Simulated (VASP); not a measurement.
```
CELL_PARAMETERS angstrom
      1.74259    -3.01826     0.00000
      1.74259     3.01826     0.00000
      0.00000     0.00000     5.44245
ATOMIC_POSITIONS crystal
  Lu 0.33333 0.66667 0.25000
  Lu 0.66667 0.33333 0.75000
```

Level of theory: TPSS meta-GGA, VASP's PBE PAW potentials (set 64) (plane waves; VASP). Settings: 520 eV cut-off, 14×14×8 Γ-centred mesh, tetrahedra with Blöchl corrections, potentials Lu_3.

### Question
Give the energies of bands 7 to 12 at the high-symmetry points, in eV from the Fermi level.

### Answer

| band | Γ | M | K | A | L | H |
|---|---|---|---|---|---|---|
| 7 | -6.07 | -2.35 | -0.97 | -4.37 | -2.12 | -0.59 |
| 8 | -2.41 | -1.43 | -0.97 | -4.37 | -2.12 | -0.59 |
| 9 | 0.70 | -0.86 | -0.70 | 1.24 | 0.12 | -0.50 |
| 10 | 2.27 | -0.34 | -0.65 | 1.24 | 0.12 | -0.50 |
| 11 | 2.27 | 1.66 | 1.34 | 2.18 | 1.40 | 0.39 |
| 12 | 2.70 | 1.93 | 1.34 | 2.18 | 1.40 | 0.39 |

It has no gap at this level: it comes out as a metal or semimetal.

The compound is Lu in the hcp structure. It was relaxed first.
